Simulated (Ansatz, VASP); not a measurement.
# Ga2TeS (Ga2STe monolayer) in two plane-wave programs, part 2 of 2

Aim: how closely do two programs agree when they are given the same cell, functional and k mesh? The structure shown is the start of the Ansatz relaxation below; VASP solves that cell, so the two are compared at the walk's first step.

VASP 6.6.1 and Ansatz 0.2.0.

So far: The structure; Ansatz: relaxation, LDA.

**3. VASP: single point, LDA, start cell**

Level of this step: LDA; plane waves and PAW (Te, Ga_d, S) (VASP).

The same cell, functional (in two slightly different forms), mesh and smearing now go to VASP, with its own data sets.

Lines of VASP's logs that name or quote its potential files are left out, and so is its time.

Contents of INCAR:

```
SYSTEM = Ga2TeS
PREC = Accurate
ENCUT = 400
EDIFF = 1E-06
NELM = 120
ISMEAR = -1
SIGMA = 0.05
LREAL = .FALSE.
ALGO = Normal
GGA = PW92
NBANDS = 25
LORBIT = 11
LWAVE = .FALSE.
LCHARG = .FALSE.
ISIF = 2
LDIPOL = .TRUE.
IDIPOL = 3
DIPOL = 0.5 0.5 0.505
LVHAR = .TRUE.
LASPH = .TRUE.
GGA_COMPAT = .FALSE.
EFERMI = MIDGAP
NELMDL = -8
```

Contents of POSCAR:

```
Ga2TeS
1.0
    3.8454000000      0.0000000000      0.0000000000
   -1.9227000000      3.3302140000      0.0000000000
    0.0000000000      0.0000000000     39.9507220000
Te Ga S
1 2 1
Direct
    0.3333333834      0.6666667668      0.4442973521
    0.0000000501      0.0000001001      0.4795887544
    0.0000000501      0.0000001001      0.5406639960
    0.3333333834      0.6666667668      0.5557026479
```

Contents of KPOINTS:

```
Automatic mesh
0
Gamma
12 12 1
0 0 0
```

Potentials, in the order of the species: Te, Ga_d and S (LDA family, release 64).

The run is started by

```sh
mpirun -np 1 vasp_std
```

Numbers of over 12 decimals in the logs are rounded to 6 here.

Output:

```text
[banner, memory and clock lines left out]
running    1 mpi-ranks, on    1 nodes
 distrk:  each k-point on    1 cores,    1 groups
 distr:  one band on    1 cores,    1 groups

 POSCAR found type information on POSCAR TeGaS
 POSCAR found :  3 types and       4 ions
|                                                                             |
|               ----> ADVICE to this user running VASP <----                  |
|                                                                             |
|     You enforced a specific xc type in the INCAR file but a different       |
|     [... a line on the potential file left out ...]
|     I HOPE YOU KNOW WHAT YOU ARE DOING!                                     |
|                                                                             |

 LDA part: xc-table for (Slater(with rela. corr.)+PW92), standard interpolation
 POSCAR, INCAR and KPOINTS ok, starting setup
 FFT: planning ... GRIDC
 FFT: planning ... GRID_SOFT
 FFT: planning ... GRID
 WAVECAR not read
 entering main loop
       N       E                     dE             d eps       ncg     rms          rms(c)
DAV:   1     0.211761090627E+03    0.21176E+03   -0.14073E+04  1166   0.988E+02
DAV:   2     0.859143873650E+01   -0.20317E+03   -0.19981E+03  1193   0.227E+02
DAV:   3    -0.165330784690E+02   -0.25125E+02   -0.24983E+02  1414   0.846E+01
DAV:   4    -0.174017327325E+02   -0.86865E+00   -0.86710E+00  1396   0.167E+01
DAV:   5    -0.174205783169E+02   -0.18846E-01   -0.18839E-01  1524   0.242E+00
DAV:   6    -0.174209117680E+02   -0.33345E-03   -0.33341E-03  1396   0.309E-01
DAV:   7    -0.174209240649E+02   -0.12297E-04   -0.12296E-04  1564   0.629E-02
DAV:   8    -0.174209243848E+02   -0.31986E-06   -0.31970E-06  1212   0.961E-03    0.891E+00
DAV:   9    -0.169614013229E+02    0.45952E+00   -0.62045E-01  1380   0.262E+01    0.548E+00
DAV:  10    -0.168613854046E+02    0.10002E+00   -0.65408E-01  1346   0.737E+00    0.905E-01
DAV:  11    -0.168581373704E+02    0.32480E-02   -0.15419E-01  1292   0.542E+00    0.654E-01
DAV:  12    -0.168579356200E+02    0.20175E-03   -0.95699E-03  1132   0.862E-01    0.323E-01
DAV:  13    -0.168575099915E+02    0.42563E-03   -0.26156E-03  1362   0.686E-01    0.158E-01
DAV:  14    -0.168577227309E+02   -0.21274E-03   -0.14582E-03  1164   0.280E-01    0.769E-02
[...]
DAV:  20    -0.168585011169E+02   -0.41475E-04   -0.56199E-06   978   0.104E-02    0.347E-03
DAV:  21    -0.168585251541E+02   -0.24037E-04   -0.82571E-07   906   0.483E-03    0.214E-03
DAV:  22    -0.168585443253E+02   -0.19171E-04   -0.53918E-07   810   0.420E-03    0.156E-03
DAV:  23    -0.168585569957E+02   -0.12670E-04   -0.34370E-07   826   0.296E-03    0.127E-03
DAV:  24    -0.168585627390E+02   -0.57433E-05   -0.85844E-08   868   0.127E-03    0.686E-04
DAV:  25    -0.168585650090E+02   -0.22700E-05   -0.61577E-08   819   0.123E-03    0.479E-04
DAV:  26    -0.168585668162E+02   -0.18072E-05   -0.28813E-08   801   0.850E-04    0.261E-04
DAV:  27    -0.168585673919E+02   -0.57574E-06   -0.54965E-09   774   0.745E-04
   1 F= -.16858567E+02 E0= -.16857895E+02  d E =-.134479E-02
```

OUTCAR, selected parts (step 3):

```text
ion  position               nearest neighbor table
   1  0.333  0.667  0.444-   2 2.63   2 2.63   2 2.63
   2  0.000  0.000  0.480-   3 2.44   1 2.63   1 2.63   1 2.63
   3  0.000  0.000  0.541-   4 2.30   4 2.30   4 2.30   2 2.44
   4  0.333  0.667  0.556-   3 2.30   3 2.30   3 2.30

  LATTYP: Found a hexagonal cell.
 ALAT       =     3.8454000000
 C/A-ratio  =    10.3892240079

 Subroutine GETGRP returns: Found  6 space group operations
 (whereof  6 operations were pure point group operations)

The static configuration has the point symmetry C_3v.

 Found     19 irreducible k-points:

   k-points           NKPTS =     19   k-points in BZ     NKDIM =     19   number of bands    NBANDS=     25

   dimension x,y,z NGX =    28 NGY =   28 NGZ =  270
   dimension x,y,z NGXF=    56 NGYF=   56 NGZF=  540

   ENCUT  =  400.0 eV  29.40 Ry    5.42 a.u.   6.27  6.27 65.15*2*pi/ulx,y,z

   NELECT =      38.0000    total number of electrons

 k-points in reciprocal lattice and weights: Automatic mesh
   0.00000000  0.00000000  0.00000000       0.007
   0.08333333 -0.00000000  0.00000000       0.042
   0.16666667  0.00000000  0.00000000       0.042
   0.25000000 -0.00000000  0.00000000       0.042
   0.33333333  0.00000000  0.00000000       0.042
   0.41666667 -0.00000000  0.00000000       0.042
   0.50000000 -0.00000000  0.00000000       0.021
   0.08333333  0.08333333  0.00000000       0.042
   0.16666667  0.08333333  0.00000000       0.083
[...]
0.33333333  0.25000000  0.00000000       0.083
   0.33333333  0.33333333  0.00000000       0.014

 dipolmoment           0.000000      0.000000     -0.020233 electrons x Angstroem

 average (electrostatic) potential at core
       1 -97.7883       2 -74.1877       3 -75.2834       4 -95.9136

 E-fermi :  -2.7931

 k-point     1 :       0.0000    0.0000    0.0000
  band No.  band energies     occupation
    ...
     15      -6.3959      2.00000
     16      -6.3959      2.00000
     17      -4.4499      2.00000
     18      -2.8997      1.78805
     19      -2.8997      1.78805
     20      -2.6071      0.04740
     21       0.0031      0.00000
     22       0.0031      0.00000
     23       0.0151      0.00000
     24       1.1401      0.00000
    ...

 k-point     2 :       0.0833   -0.0000    0.0000
  band No.  band energies     occupation
    ...
     15      -6.6673      2.00000
     16      -6.4950      2.00000
     17      -4.1057      2.00000
     18      -3.6160      2.00000
     19      -3.0605      1.99054
     20      -2.3777      0.00049
     21      -0.2205      0.00000
     22       0.2124      0.00000
     23       0.4542      0.00000
     24       1.2175      0.00000
    ...

 k-point     3 :       0.1667    0.0000    0.0000
  band No.  band energies     occupation
    ...
     15      -6.7436      2.00000
     16      -6.6364      2.00000
     17      -4.8364      2.00000
     18      -3.7391      2.00000
     19      -3.4363      1.99999
     20      -2.0375      0.00000
     21      -0.5181      0.00000
     22       0.5564      0.00000
     23       0.7343      0.00000
     24       1.3062      0.00000
    ...

  Total        0.9758875      0.9758875     -0.3562563     -0.0000000      0.0000000      0.0000000
  in kB        3.0561317      3.0561315     -1.1156675     -0.0000000      0.0000000      0.0000000
  external PRESSURE =       1.6655319 kB  Pullay stress =       0.0000000 kB

  energy-cutoff  :      400.00
  volume of cell :      511.61
      direct lattice vectors                 reciprocal lattice vectors
     3.845400000  0.000000000  0.000000000     0.260050970  0.150140501  0.000000000
    -1.922700000  3.330214000  0.000000000     0.000000000  0.300281003  0.000000000
     0.000000000  0.000000000 39.950722000     0.000000000  0.000000000  0.025030837

 POSITION                                       TOTAL-FORCE (eV/Angst)
 -----------------------------------------------------------------------------------
      0.00000      2.22014     17.75000         0.000000      0.000000      0.571880
      0.00000      0.00000     19.15992        -0.000000     -0.000000     -0.462591
      0.00000      0.00000     21.59992         0.000000     -0.000000     -1.503218
      0.00000      2.22014     22.20072        -0.000000     -0.000000      1.393929
 -----------------------------------------------------------------------------------
    total drift:                                0.000001     -0.000477     -0.000439

  FREE ENERGIE OF THE ION-ELECTRON SYSTEM (eV)
  ---------------------------------------------------
  free  energy   TOTEN  =       -16.8585673919 eV

  energy  without entropy=      -16.8572226046  energy(sigma->0) =      -16.85789500

 vacuum level on the upper side and lower side of the slab         1.702         1.988

 total charge
# of ion       s       p       d       tot
------------------------------------------
    1        1.390   2.023   0.036   3.449
    2        0.944   0.768   9.975  11.687
    3        0.898   0.761  10.028  11.687
    4        1.332   2.407   0.000   3.738
--------------------------------------------------
tot          4.564   5.959  20.040  30.562

[... 3 further parts left out ...]
```

**4. Differences**

Known differences besides the potentials themselves: Ansatz cuts the interaction across the vacuum, VASP repeats the sheet with a dipole correction; the data sets hold 48 valence electrons in Ansatz (on its default PAW (the set named soft_2) files) and 38 in VASP; the cutoff is 420 eV in Ansatz and 400 eV in VASP; VASP's log shows a relativistic correction to its local exchange, Ansatz's none. Total energies have different zeros and are not compared.

Forces (eV/Å; atoms numbered as in POSCAR):

```
atom        Ansatz x, y, z          VASP x, y, z
 Te1   0.000, 0.000, 0.611   0.000, 0.000, 0.572
 Ga2  0.000, 0.000, -0.488  0.000, 0.000, -0.463
 Ga3  0.000, 0.000, -1.500  0.000, 0.000, -1.503
  S4   0.000, 0.000, 1.378   0.000, 0.000, 1.394
```

The forces differ by 14 meV/Å r.m.s., which is 2.3 % of the r.m.s. force of 0.629 eV/Å (both taken over all components). With vacuum in the cell, a pressure given here is an average over mostly empty space and none of the material.

**5. Summary of results**

```json
{
  "r.m.s. force difference (single point, LDA, start cell)": "2.3 % of the r.m.s. force"
}
```

**Reading.** The r.m.s. force difference is 2.3 % of the r.m.s. force (single point, LDA, start cell), within the 3 % picked in this series as the mark of a large difference. The data sets hold unlike numbers of valence electrons (48 in Ansatz and 38 in VASP), so part of the differences comes from the potentials. Such differences can come from data sets, numerical settings and the points named under the comparisons, not from the functional's error against experiment.

[Lines on the potential files, build, host, timing and source positions are cut from VASP's logs without a mark.]

[Logs are printed without paths, hosts, clocks, repeated set-up lines and the standing remarks that a program may print on its own settings, such as how far it seeks lower states.]

[Hosts, paths, dates, database ids (printed as entryN), source tags and the programs' standing remarks are cut or masked in the printed files.]
